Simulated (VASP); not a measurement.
Method: PBEsol GGA, VASP's PBE PAW potentials (set 64) (plane waves; VASP).

A VASP calculation is set up with these files.

POSCAR:
```
AlN
1
   -0.0000000000     2.1281858892     2.1281858892
    2.1281858892     0.0000000000     2.1281858892
    2.1281858892     2.1281858892    -0.0000000000
Al N
1 1
Direct
  0.0000000000   0.0000000000   0.0000000000
  0.2500000000   0.2500000000   0.2500000000
```

### INCAR
```
ISIF = 3
IBRION = 2   # conjugate gradients
ENCUT = 620   # plane-wave cut-off (eV)
LWAVE = .False.
ISMEAR = 0   # Gaussian
GGA = PS
EDIFFG = -0.02   # ionic stop
SIGMA = 0.05
LASPH = .True.   # aspherical one-centre terms
LCHARG = .False.
LREAL = .False.   # projection in real space or not
NELM = 100   # most electronic steps
PREC = Accurate
NSW = 40   # most ionic steps
SYSTEM = AlN
PSTRESS = 200
ALGO = Normal   # blocked Davidson
EDIFF = 1E-6   # SCF stop (eV)
```

**KPOINTS**
```
Regular mesh
0
gamma
 11 11 11
```

POTCAR, in this order: Al N (PBE.64 set). Program: vasp_std.

The run wrote:

### OUTCAR
```
 ion  position               nearest neighbor table
   1  0.000  0.000  0.000-   2 1.84   2 1.84   2 1.84   2 1.84
   2  0.250  0.250  0.250-   1 1.84   1 1.84   1 1.84   1 1.84
  LATTYP: Found a face centered cubic cell.
 ALAT       =     4.2563717784
 Subroutine PRICEL returns:
 Original cell was already a primitive cell.
 Subroutine GETGRP returns: Found 24 space group operations
The static configuration has the point symmetry T_d .
The dynamic configuration has the point symmetry T_d .
 Subroutine INISYM returns: Found 24 space group operations
 Subroutine IBZKPT returns following result:
 Found     56 irreducible k-points:

 Following reciprocal coordinates:
            Coordinates               Weight
  0.000000  0.000000  0.000000      1.000000
  0.090909  0.000000  0.000000      8.000000
  0.181818  0.000000  0.000000      8.000000
  0.272727  0.000000  0.000000      8.000000
  0.363636  0.000000  0.000000      8.000000
  0.454545  0.000000  0.000000      8.000000
  0.090909  0.090909  0.000000      6.000000
  0.181818  0.090909  0.000000     24.000000
  0.272727  0.090909  0.000000     24.000000
...
```

**OSZICAR**
```
       N       E                     dE             d eps       ncg     rms          rms(c)
DAV:   1     0.152792037908E+02    0.15279E+02   -0.45877E+03   912   0.988E+02
DAV:   2    -0.172598824146E+02   -0.32539E+02   -0.31302E+02  1192   0.176E+02
DAV:   3    -0.179104176827E+02   -0.65054E+00   -0.65054E+00  1104   0.307E+01
DAV:   4    -0.179124908380E+02   -0.20732E-02   -0.20732E-02  1312   0.166E+00
DAV:   5    -0.179124959353E+02   -0.50974E-05   -0.50974E-05  1120   0.598E-02    0.871E+00
DAV:   6    -0.155692401370E+02    0.23433E+01   -0.12226E+01  1064   0.244E+01    0.305E+00
DAV:   7    -0.155315080567E+02    0.37732E-01   -0.13702E-01  1016   0.346E+00    0.204E+00
DAV:   8    -0.155140659579E+02    0.17442E-01   -0.17832E-02  1024   0.188E+00    0.386E-01
DAV:   9    -0.155138630524E+02    0.20291E-03   -0.63590E-04  1280   0.216E-01    0.209E-01
DAV:  10    -0.155139042141E+02   -0.41162E-04   -0.10943E-04  1032   0.926E-02    0.543E-02
DAV:  11    -0.155139025815E+02    0.16326E-05   -0.40820E-06  1064   0.188E-02    0.853E-03
DAV:  12    -0.155139027793E+02   -0.19781E-06   -0.16263E-07   560   0.495E-03
   1 F= -.13107446E+02 E0= -.13107446E+02  d E =-.131074E+02
```

OUTCAR:
```
------------------------ aborting loop because EDIFF is reached ----------------------------------------
  FORCE on cell =-STRESS in cart. coord.  units (eV):
  Direction    XX          YY          ZZ          XY          YZ          ZX
  --------------------------------------------------------------------------------------
  Total        2.3927580      2.3927580      2.3927580      0.0000000      0.0000000      0.0000000
  in kB      198.8614863    198.8614863    198.8614863      0.0000000      0.0000000      0.0000000
  external PRESSURE =      -1.1385137 kB  Pullay stress =     200.0000000 kB
  volume of cell :       19.28
      direct lattice vectors                 reciprocal lattice vectors
     0.000000000  2.128185889  2.128185889    -0.234941883  0.234941883  0.234941883
     2.128185889  0.000000000  2.128185889     0.234941883 -0.234941883  0.234941883
     2.128185889  2.128185889  0.000000000     0.234941883  0.234941883 -0.234941883
  FREE ENERGIE OF THE ION-ELECTRON SYSTEM (eV)
  ---------------------------------------------------
  free  energy   TOTEN  =       -15.5139027793 eV

  energy  without entropy=      -15.5139027793  energy(sigma->0) =      -15.51390278
  enthalpy is  TOTEN    =       -13.1074458846 eV   P V=        2.4064568947

 reached required accuracy - stopping structural energy minimisation
```
(Selected blocks of OUTCAR.)

File OUTCAR:
```
 val. band max:        6.6349284496   @ k =   0.0000   0.0000   0.0000

 cond. band min:       9.9881913293   @ k =   0.4545   0.4545   0.0000


 Fermi energy:         6.8439279041

 k-point     1 :       0.0000    0.0000    0.0000
  band No.  band energies     occupation
      1      -8.7905      2.00000
      2       6.6349      2.00000
      3       6.6349      2.00000
      4       6.6349      2.00000
      5      11.4707      0.00000
      6      19.8850      0.00000
      7      19.8850      0.00000
      8      19.8850      0.00000

 k-point     2 :       0.0909    0.0000    0.0000
  band No.  band energies     occupation
      1      -8.6565      2.00000
      2       5.9390      2.00000
      3       6.5910      2.00000
      4       6.5910      2.00000
      5      12.0182      0.00000
      6      19.5515      0.00000
      7      20.0105      0.00000
      8      20.0105      0.00000

 k-point     3 :       0.1818    0.0000    0.0000
  band No.  band energies     occupation
      1      -8.2695      2.00000
      2       4.4561      2.00000
      3       6.4784      2.00000
      4       6.4784      2.00000
      5      13.0346      0.00000
      6      18.8137      0.00000
      7      19.9716      0.00000
      8      19.9716      0.00000

 k-point     4 :       0.2727    0.0000    0.0000
  band No.  band energies     occupation
      1      -7.6836      2.00000
      2       2.8268      2.00000
      3       6.3404      2.00000
      4       6.3404      2.00000
      5      13.8751      0.00000
      6      18.0352      0.00000
      7      19.3003      0.00000
      8      19.3003      0.00000

 k-point     5 :       0.3636    0.0000    0.0000
  band No.  band energies     occupation
      1      -7.0227      2.00000
      2       1.3965      2.00000
      3       6.2219      2.00000
      4       6.2219      2.00000
      5      14.3752      0.00000
      6      17.3850      0.00000
      7      18.5987      0.00000
...
```

The structure was generated: AlN was put into the zinc blende type (F-43m), which need not be its known phase. It was relaxed first under an external pressure of 20 GPa.
